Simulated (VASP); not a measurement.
# BaTiO3: excitons from the Bethe-Salpeter equation, part 4 of 4

What does the electron-hole attraction do to the spectrum of BaTiO3? The cell has space group R3m. The start is a cell from a database of measured crystal structures.

VASP 6.6.1, plane waves and PAW; the level of theory is named at each step.

So far, lowest excitation (eV): step 5 (BSE, Tamm-Dancoff, BSE on G0W0 on r2SCAN) 4.13; step 6 (without the electron-hole attraction) 4.59.

**7. Independent quasiparticles**

This step: BSE on G0W0 on r2SCAN, independent quasiparticles, no spin polarisation; plane waves and PAW (Ba_sv_GW, Ti_sv_GW, O_GW) (VASP 6.6.1).

With LADDER and LHARTREE off the pairs don't interact at all, so the lowest line must equal the direct gap.

Contents of INCAR:

```
SYSTEM = BaTiO3
PREC = Accurate
ENCUT = 440
ISMEAR = 0
SIGMA = 0.01
LREAL = .FALSE.
METAGGA = R2SCAN
LASPH = .TRUE.
NBANDS = 152
ALGO = BSE
NBANDSO = 4
NBANDSV = 5
OMEGAMAX = 25
NEDOS = 1000
CSHIFT = 0.1
PRECFOCK = Fast
LWAVE = .FALSE.
LCHARG = .FALSE.
ENCUTGW = 100
ANTIRES = 0
LADDER = .FALSE.
LHARTREE = .FALSE.
```

Contents of POSCAR:

```
BaTiO3
1.0
    2.8273666084      1.6323808724      2.3183934932
   -2.8273666084      1.6323808724      2.3183934932
    0.0000000000     -3.2647617449      2.3183934932
Ba Ti O
1 1 3
Direct
    0.0000000000      0.0000000000      0.0000000000
    0.4845000000      0.4845000000      0.4845000000
    0.5086000000      0.5086000000      0.0175000000
    0.0175000000      0.5086000000      0.5086000000
    0.5086000000      0.0175000000      0.5086000000
```

Contents of KPOINTS:

```
Automatic mesh
0
Gamma
6 6 6
0 0 0
```

Potentials, in the order of the species: Ba_sv_GW, Ti_sv_GW and O_GW (PBE family, release 64).

Command:

```
$ mpirun -np 8 vasp_std
```

Log:

```text
[banner, memory and clock lines left out]
 LDA part: xc-table for (None), standard interpolation
 found WAVECAR, reading the header
 POSCAR, INCAR and KPOINTS ok, starting setup
 FFT: planning ... GRIDC
 FFT: planning ... GRID_SOFT
 FFT: planning ... GRID
 reading WAVECAR
 the WAVECAR file was read successfully
 initial charge from wavefunction
 available memory per node:     59.40 GB, setting MAXMEM to     60826

 Doing            0  frequencies on each core in blocks of            0
 parallelization over k-points
 Using distributed matrix
 Using distributed eigensolver
 allocating two-electron 4 orbital integral table    4    5    4    5
 BSE setting up matrix
 available memory per node:     59.08 GB, setting MAXMEM to     60497
 Calculate matrix elements of the BSE Hamiltonian:
 Workload is divided into blocks of two-electron 4 orbital integrals computed in
  parallel.
 Each block/integral has dimensions  of (   4,   5,   4,   5) orbitals
 Total number of blocks/integrals:                23436
 Number of spins:                                     1
 Number of kpoints:                                 216
 Spin channel:                                        1
  Number of blocks of unoccupied bands:               1
  Number of blocks of occupied bands:                 1
 Number of rows/columns of blocks:                  216

                                                        Time (sec)
               Integrals                 Ranks       Real         CPU
  [         1 -       1728/     23436]     8         0.08        0.00
  [      1729 -       3456/     23436]     8         0.16        0.00
  [      3457 -       5184/     23436]     8         0.23        0.00
  [      5185 -       6912/     23436]     8         0.31        0.00
  [      6913 -       8640/     23436]     8         0.39        0.00
  [      8641 -      10368/     23436]     8         0.48        0.00
  [     10369 -      12096/     23436]     8         0.56        0.00
  [     12097 -      13824/     23436]     8         0.64        0.00
  [     13825 -      15552/     23436]     8         0.72        0.00
  [     15553 -      17280/     23436]     8         0.80        0.00
  [     17281 -      19008/     23436]     8         0.87        0.00
  [     19009 -      20736/     23436]     8         0.95        0.00
  [     20737 -      22464/     23436]     8         1.03        0.00
  [     22465 -      23328/     23436]     8         1.07        0.00
  [     23329 -      23436/     23436]     8         1.08        0.00

[... 8 parts as in an earlier step ...]
```

Elapsed: 8.4 s, on 8 MPI ranks of Intel Xeon 6975P-C (Granite Rapids), shared host; peak memory 4 GiB; 63 s of CPU time.

OUTCAR, selected parts (step 7):

```text
   NELECT =      40.0000    total number of electrons

 E-fermi :   7.1390

[... 8 parts as in an earlier step ...]

[... 2 further parts left out ...]
```

The imaginary dielectric function has structure finer than the step of the table below, so its rows give means over 0.5 eV, whole bins alone (the curve runs from 0 to 25 eV). Peaks (eV: height): xx 5.68: 5.04, 6.43: 6.88, 7.93: 3.15, 8.83: 3.49, 10.21: 1.75; zz 5.26: 3.12, 6.43: 5.54, 7.93: 2.83, 8.38: 2.64, 8.83: 3.72.

From 4 filled and 5 empty bands alone, without any pair above OMEGAMAX = 25 eV, so strength is missing wherever others contribute; lines are broadened by CSHIFT, which also makes the tail under the first line. Table of imaginary dielectric function by photon energy; means over each step:

| photon energy (eV) | xx | zz |
| --- | --- | --- |
| 0.5 | 0.00400 | 0.00309 |
| 1.0 | 0.00834 | 0.00642 |
| 1.5 | 0.0134 | 0.0103 |
| 2.0 | 0.0199 | 0.0152 |
| 2.5 | 0.0288 | 0.0219 |
| 3.0 | 0.0424 | 0.0320 |
| 3.5 | 0.0659 | 0.0491 |
| 4.0 | 0.119 | 0.0859 |
| 4.5 | 0.439 | 0.263 |
| 5.0 | 1.79 | 1.39 |
| 5.5 | 3.98 | 2.70 |
| 6.0 | 5.42 | 3.96 |
| 6.5 | 6.67 | 4.72 |
| 7.0 | 3.48 | 3.09 |
| 7.5 | 2.22 | 2.05 |
| 8.0 | 2.18 | 1.98 |
| 8.5 | 2.13 | 2.33 |
| 9.0 | 2.33 | 2.54 |
| 9.5 | 1.31 | 1.52 |
| 10.0 | 1.04 | 0.979 |
| 10.5 | 0.611 | 0.480 |
| 11.0 | 0.163 | 0.177 |
| 11.5 | 0.0905 | 0.0934 |
| 12.0 | 0.0516 | 0.0513 |
| 12.5 | 0.0267 | 0.0238 |
| 13.0 | 0.0190 | 0.0175 |
| 13.5 | 0.0150 | 0.0137 |
| 14.0 | 0.0123 | 0.0111 |
| 14.5 | 0.0102 | 0.00923 |
| 15.0 | 0.00868 | 0.00780 |
| 15.5 | 0.00747 | 0.00668 |
| 16.0 | 0.00647 | 0.00575 |
| 16.5 | 0.00565 | 0.00505 |
| 17.0 | 0.00500 | 0.00444 |
| 17.5 | 0.00444 | 0.00393 |
| 18.0 | 0.00396 | 0.00350 |
| 18.5 | 0.00356 | 0.00315 |
| 19.0 | 0.00323 | 0.00284 |
| 19.5 | 0.00292 | 0.00256 |
| 20.0 | 0.00265 | 0.00233 |
| 20.5 | 0.00242 | 0.00213 |
| 21.0 | 0.00222 | 0.00195 |
| 21.5 | 0.00204 | 0.00178 |
| 22.0 | 0.00187 | 0.00164 |
| 22.5 | 0.00174 | 0.00152 |
| 23.0 | 0.00160 | 0.00140 |
| 23.5 | 0.00148 | 0.00130 |
| 24.0 | 0.00138 | 0.00120 |
| 24.5 | 0.00129 | 0.00111 |

The lowest excitation lies at 4.585 eV, +455 meV against the Tamm-Dancoff singlet. No second mesh in this session tests these energies, peaks and heights.

**8. Summary**

This step: BSE on G0W0 on r2SCAN; plane waves and PAW (VASP 6.6.1).

Derived from the runs above.

Cost is wall time times ranks on a shared host, for this step alone, without the steps before it. Excitations by level:

```csv
level,first excitation (eV),cost (core minutes)
"BSE, Tamm-Dancoff",4.13,5.87
without the electron-hole attraction,4.585,2.93
independent quasiparticles,4.585,1.12
```

**9. Outcome**

* BSE, Tamm-Dancoff: lowest vertical excitation 4.130 eV; direct gap 4.585 eV
* without the electron-hole attraction: lowest vertical excitation 4.585 eV; direct gap 4.585 eV
* independent quasiparticles: lowest vertical excitation 4.585 eV; direct gap 4.585 eV

In words: The Bethe-Salpeter equation puts the lowest vertical singlet excitation at 4.130 eV, 0.46 eV below the direct gap of 4.585 eV; the states within 10 meV of it carry 0 % of the strength of the strongest such group among the lowest 40 states. The attraction moves the centre of weight of eps2 xx over the computed range by -1.31 eV against the run without the attraction. The spectra were run on one mesh, so the distance from the gap isn't shown to be converged; coarse meshes tend to overstate it. Bands, response cutoff and mesh of the GW step weren't tested in this session. Only vertical pairs enter; the least gap on the mesh is indirect, 4.238 eV, and its phonon-assisted absorption is absent. Only the bands set by NBANDSO and NBANDSV form pairs, and any pair above OMEGAMAX = 25 eV is dropped, so the spectrum is that of this window; the window can cut degenerate bands, and the ratio of directions in the curves is that of the window, not of the crystal. Spin-orbit coupling is left out; with Ba in the cell it can split or shift band edges, by an amount that depends on which atoms form them and isn't tested here. Not tabulated here, as repeats of values shown or as unfit to read for their mesh, reference level or band range: eps2 curves (empty bands); eps1 curves and static values (BSE, empty bands, independent quasiparticles, without the electron-hole attraction); line lists of runs without attraction (independent quasiparticles, without the electron-hole attraction).

[Lines on the potential files, build, host, timing and source positions are cut from VASP's logs without a mark.]

[Logs are printed without paths, hosts, clocks, repeated set-up lines and the standing remarks that a program may print on its own settings, such as how far it seeks lower states.]

[Hosts, paths, dates, database ids (printed as entryN), source tags and the programs' standing remarks are cut or masked in the printed files.]

[Pressures printed for these runs are not shown converged in the cutoff: they can be off by several GPa and have the wrong sign.]
